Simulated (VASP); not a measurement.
# ZnGa3Bi (Pm-3m) in VASP: notebook, part 2 of 2

VASP 6.6.1. Earlier steps stand in the parts before.

### 3 Relaxation of cell and atoms, r2SCAN

INCAR reads:

```
SYSTEM = ZnGa3Bi
ALGO = Normal ; EDIFF = 1E-6
EDIFFG = -0.02 ; ENCUT = 600
IBRION = 2 ; ISIF = 3
ISMEAR = 1 ; LASPH = .True.
LCHARG = .False. ; LMIXTAU = .True.
LREAL = .False. ; LWAVE = .False.
METAGGA = R2SCAN ; NELM = 60
NSW = 40 ; PREC = Accurate
SIGMA = 0.1
```

KPOINTS reads:

```
k-points
0
Gamma
  6 6 6
  0 0 0
```

POSCAR reads:

```
ZnGa3Bi
1.0
    4.7113867100      0.0000000000      0.0000000000
    0.0000000000      4.7113867100      0.0000000000
    0.0000000000      0.0000000000      4.7113867100
Zn Ga Bi
1 3 1
Direct
    0.5000000000      0.5000000000      0.5000000000
    0.5000000000      0.5000000000      0.0000000000
    0.0000000000      0.5000000000      0.5000000000
    0.5000000000      0.0000000000      0.5000000000
    0.0000000000      0.0000000000      0.0000000000
```

Potentials or basis: VASP PAW PBE potentials, release 64 (Zn, Ga_d, Bi_d).

Launch:

```console
cat potpaw_PBE.64/Zn/POTCAR potpaw_PBE.64/Ga_d/POTCAR potpaw_PBE.64/Bi_d/POTCAR > POTCAR
mpirun -np 1 vasp_std > vasp.out
```

OUTCAR:

```text
SYSTEM = ZnGa3Bi
   EDIFF = 1E-6
   EDIFFG = -0.02
   ENCUT = 600
   IBRION = 2
   ISIF = 3
   ISMEAR = 1
   LASPH = .True.
   LREAL = .False.
   METAGGA = R2SCAN
   NELM = 60
   NSW = 40
   PREC = Accurate

 ion  position               nearest neighbor table
   1  0.500  0.500  0.500-   2 2.36   3 2.36   4 2.36   2 2.36   4 2.36   3 2.36
   2  0.500  0.500  0.000-   1 2.36   1 2.36   5 3.33   5 3.33   5 3.33   5 3.33
   3  0.000  0.500  0.500-   1 2.36   1 2.36   5 3.33   5 3.33   5 3.33   5 3.33
   4  0.500  0.000  0.500-   1 2.36   1 2.36   5 3.33   5 3.33   5 3.33   5 3.33
   5  0.000  0.000  0.000-   2 3.33   3 3.33   4 3.33   3 3.33   4 3.33   2 3.33   3 3.33   3 3.33
                             2 3.33   4 3.33   4 3.33   2 3.33

  LATTYP: Found a simple cubic cell.
 ALAT       =     4.7113867100

  Lattice vectors:

 A1 = (   4.7113867100,   0.0000000000,   0.0000000000)
 A2 = (   0.0000000000,   4.7113867100,   0.0000000000)
 A3 = (   0.0000000000,   0.0000000000,   4.7113867100)

Analysis of symmetry for initial positions (statically):
=====================================================================
 Subroutine PRICEL returns:
 Original cell was already a primitive cell.

 Routine SETGRP: Setting up the symmetry group for a
 simple cubic supercell.

 Subroutine GETGRP returns: Found 48 space group operations
 (whereof 48 operations were pure point group operations)
 out of a pool of 48 trial point group operations.

The static configuration has the point symmetry O_h .

Analysis of symmetry for dynamics (positions and initial velocities):
=====================================================================
 Subroutine PRICEL returns:
 Original cell was already a primitive cell.

 Routine SETGRP: Setting up the symmetry group for a
 simple cubic supercell.

 Subroutine GETGRP returns: Found 48 space group operations
 (whereof 48 operations were pure point group operations)
 out of a pool of 48 trial point group operations.

The dynamic configuration has the point symmetry O_h .

 Subroutine INISYM returns: Found 48 space group operations
 (whereof 48 operations are pure point group operations),
 and found     1 'primitive' translations

----------------------------------------------------------------------------------------

                                     Primitive cell

  volume of cell :     104.5794

  direct lattice vectors                    reciprocal lattice vectors
     4.711386710  0.000000000  0.000000000     0.212251734  0.000000000  0.000000000
     0.000000000  4.711386710  0.000000000     0.000000000  0.212251734  0.000000000
     0.000000000  0.000000000  4.711386710     0.000000000  0.000000000  0.212251734

  length of vectors
     4.711386710  4.711386710  4.711386710     0.212251734  0.212251734  0.212251734

  position of ions in fractional coordinates (direct lattice)
     0.500000000  0.500000000  0.500000000
     0.500000000  0.500000000  0.000000000
     0.000000000  0.500000000  0.500000000
     0.500000000  0.000000000  0.500000000
     0.000000000  0.000000000  0.000000000

  ion indices of the primitive-cell ions
   primitive index   ion index
                 1           1
                 2           2
                 3           3
                 4           4
                 5           5
[... 34 lines left out ...]
  0.333333  0.166667  0.000000     24.000000
[... 12 lines left out ...]
  0.500000  0.500000  0.333333      6.000000
  0.500000  0.500000  0.500000      1.000000
   k-points           NKPTS =     20   k-points in BZ     NKDIM =     20   number of bands    NBANDS=     39
   number of dos      NEDOS =    301   number of ions     NIONS =      5
   total plane-waves  NPLWV =  64000
   dimension x,y,z NGX =    40 NGY =   40 NGZ =   40
   dimension x,y,z NGXF=    80 NGYF=   80 NGZF=   80
   ions per type =               1   3   1
   NGX,Y,Z   is equivalent  to a cutoff of  14.11, 14.11, 14.11 a.u.
   NGXF,Y,Z  is equivalent  to a cutoff of  28.23, 28.23, 28.23 a.u.
 SYSTEM =  ZnGa3Bi
   PREC   = accura    normal or accurate (medium, high low for compatibility)
   ISTART =      0    job   : 0-new  1-cont  2-samecut
   ICHARG =      2    charge: 1-file 2-atom 10-const
   ISPIN  =      1    spin polarized calculation?
   LNONCOLLINEAR =      F non collinear calculations
   LSORBIT =      F    spin-orbit coupling
   LASPH  =      T    aspherical Exc in radial PAW
   ENCUT  =  600.0 eV  44.10 Ry    6.64 a.u.   9.41  9.41  9.41*2*pi/ulx,y,z
   NELM   =     60;   NELMIN=  2; NELMDL= -5     # of ELM steps
   EDIFF  = 0.1E-05   stopping-criterion for ELM
   LREAL  =      F    real-space projection
   EDIFFG = -.2E-01   stopping-criterion for IOM
   NSW    =     40    number of steps for IOM
   IBRION =      2    ionic relax: 0-MD 1-quasi-New 2-CG
   NFREE  =      1    steps in history (QN), initial steepest desc. (CG)
   ISIF   =      3    stress and relaxation
   ISYM   =      2    0-nonsym 1-usesym 2-fastsym
   POTIM  = 0.5000    time-step for ionic-motion
   TEBEG  =    0.0;   TEEND  =   0.0 temperature during run
   PSTRESS=    0.0 pullay stress
   NELECT =      66.0000    total number of electrons
   NUPDOWN=      -1.0000    fix difference up-down
   EMIN   =  10.00;   EMAX   =-10.00  energy-range for DOS
   EFERMI =   0.00;   METHOD = LEGACY
   ISMEAR =     1;   SIGMA  =   0.10  broadening in eV -4-tet -1-fermi 0-gaus
   EFERMI_NEDOS =   21; number of points for ismear=-14 and -15
   IALGO  =     38    algorithm
   IMIX   =      4    mixing-type and parameters
     AMIX     =   0.40;   BMIX     =  1.00
     AMIX_MAG =   1.60;   BMIX_MAG =  1.00
  volume/ion in A,a.u.               =      20.92       141.15
  Fermi-wavevector in a.u.,A,eV,Ry     =   1.404238  2.653625 26.829116  1.971884
  Thomas-Fermi vector in A             =   2.526820
   LORBIT       =      0    0 simple, 1 ext, 2 COOP (PROOUT), +10 PAW based schemes
   METAGGA = R2SCAN    functional components
   LHFCALC =     F    Hartree Fock is set to
   AEXX    =    0.0000 exact exchange contribution
   IVDW    =     0    specifies the selected vdW correction
   LEPSILON=     F    determine dielectric tensor
   LRPA    =     F    only Hartree local field effects (RPA)
 conjugate gradient relaxation of ions
 non-spin polarized calculation
 Methfessel and Paxton  Order N= 1 SIGMA  =   0.10
  energy-cutoff  :      600.00
  volume of cell :      104.58
 maximum number of plane-waves:      3532
 NGX is ok and might be reduce to    40
   NGX = 19   NGY = 19   NGZ = 19

--------------------------------------- Ionic step        1  -------------------------------------------

 number of electron      66.0000007 magnetization

 Free energy of the ion-electron system (eV)
  ---------------------------------------------------
  ext. energy  EPLUGINS =         0.00000000
  ---------------------------------------------------
  free energy    TOTEN  =       -99.96445804 eV

  energy without entropy =      -99.96149793  energy(sigma->0) =      -99.96347133

------------------------ aborting loop because EDIFF is reached ----------------------------------------

  FORCE on cell =-STRESS in cart. coord.  units (eV):
  Direction    XX          YY          ZZ          XY          YZ          ZX
  --------------------------------------------------------------------------------------
  -------------------------------------------------------------------------------------
  Total        3.9203299      3.9203299      3.9203299     -0.0000000     -0.0000000     -0.0000000
  in kB       60.0602231     60.0602231     60.0602231     -0.0000000     -0.0000000     -0.0000000
  external PRESSURE =      60.0602231 kB  Pullay stress =       0.0000000 kB
[... 26 lines left out ...]
--------------------------------------- Ionic step        2  -------------------------------------------

 number of electron      65.9999945 magnetization

 E-fermi :   4.4908     XC(G=0): -11.0397

 val. band max:        4.4613352971   @ k =   0.1667   0.0000   0.0000
 cond. band min:       4.4963574066   @ k =   0.3333   0.3333   0.1667
 fundamental gap:      0.0350221096
 Fermi energy:         4.4907995774

 k-point     1 :       0.0000    0.0000    0.0000
  band No.  band energies     occupation
      1     -18.4339      2.00000
      2     -18.4339      2.00000
      3     -18.4320      2.00000
      4     -18.4320      2.00000
      5     -18.4320      2.00000
      6     -11.2027      2.00000
[... 867 lines left out ...]
--------------------------------------- Ionic step        3  -------------------------------------------

 number of electron      65.9999977 magnetization

 Free energy of the ion-electron system (eV)
  ---------------------------------------------------
  ext. energy  EPLUGINS =         0.00000000
  ---------------------------------------------------
  free energy    TOTEN  =      -100.14314740 eV

  energy without entropy =     -100.13966623  energy(sigma->0) =     -100.14198701

 E-fermi :   4.6329     XC(G=0): -11.1259

 val. band max:        4.6107160899   @ k =   0.1667   0.0000   0.0000
 cond. band min:       4.6370632491   @ k =   0.3333   0.3333   0.1667
 fundamental gap:      0.0263471591
 Fermi energy:         4.6329196207

 k-point     1 :       0.0000    0.0000    0.0000
  band No.  band energies     occupation
      1     -18.3041      2.00000
      2     -18.3041      2.00000
      3     -18.3021      2.00000
      4     -18.3021      2.00000
      5     -18.3021      2.00000
      6     -11.0819      2.00000
[... 861 lines left out ...]
  FREE ENERGIE OF THE ION-ELECTRON SYSTEM (eV)
  ---------------------------------------------------
  free  energy   TOTEN  =      -100.1431474020 eV

  energy  without entropy=     -100.1396662282  energy(sigma->0) =     -100.14198701

 reached required accuracy - stopping structural energy minimisation
```

OSZICAR:

```text
N       E                     dE             d eps       ncg     rms          rms(c)
DAV:   1     0.529252263155E+03    0.52925E+03   -0.36269E+04  1581   0.324E+03
DAV:   2    -0.232293305491E+02   -0.55248E+03   -0.54098E+03  1567   0.709E+02
DAV:   3    -0.105182872651E+03   -0.81954E+02   -0.80693E+02  1735   0.219E+02
[... 41 lines left out ...]
DAV:   6    -0.100142898751E+03    0.28744E-03   -0.77827E-04  1717   0.182E-01    0.307E-02
DAV:   7    -0.100143141154E+03   -0.24240E-03   -0.29597E-04  1588   0.129E-01    0.984E-03
DAV:   8    -0.100143145107E+03   -0.39527E-05   -0.25646E-05  1717   0.412E-02    0.335E-03
DAV:   9    -0.100143146507E+03   -0.14006E-05   -0.11218E-05  1304   0.241E-02    0.153E-03
DAV:  10    -0.100143147402E+03   -0.89452E-06   -0.76626E-07  1033   0.646E-03
   3 F= -.10014315E+03 E0= -.10014199E+03  d E =-.178689E+00
```

Run time: 24 min. Hardware: 1 thread of AMD EPYC 7R43 (Zen 3), shared host; peak memory 0.29 GiB.

Results:

```
Free energy                            : -100.1431 eV
Relaxed volume                         : 23.02 Å³/atom
Relaxed cell                           : a = 4.864 Å, b = 4.864 Å, c = 4.864 Å, α = 90.00°, β = 90.00°, γ = 90.00°
Space group after relaxing (to 0.05 Å) : Pm-3m (No. 221)
Energy gained by relaxing              : 35.7 meV/atom
Ionic steps                            : 3
Pressure after relaxing                : 0.0 GPa
Band gap on the k mesh                 : none (metal or under the smearing width)
```

The path:
| step | energy change (eV) | largest force (eV/Å) | pressure (GPa) | volume (Å³) |
| --- | --- | --- | --- | --- |
| 1 | 0.0000 | 0.0000 | 6.01 | 104.58 |
| 2 | -0.1746 | 0.0000 | -0.70 | 116.90 |
| 3 | -0.1787 | 0.0000 | 0.02 | 115.09 |

Final structure:
```
CELL_PARAMETERS angstrom
4.86417 0.00000 0.00000
0.00000 4.86417 0.00000
0.00000 0.00000 4.86417
ATOMIC_POSITIONS crystal
Zn 0.50000 0.50000 0.50000
Ga 0.50000 0.50000 0.00000
Ga 0.00000 0.50000 0.50000
Ga 0.50000 0.00000 0.50000
Bi 0.00000 0.00000 0.00000
```

Caveat: the PAW data sets were made with another functional, which shifts forces and pressure a little; spin-orbit coupling is left out, which moves the levels of the heavy elements.
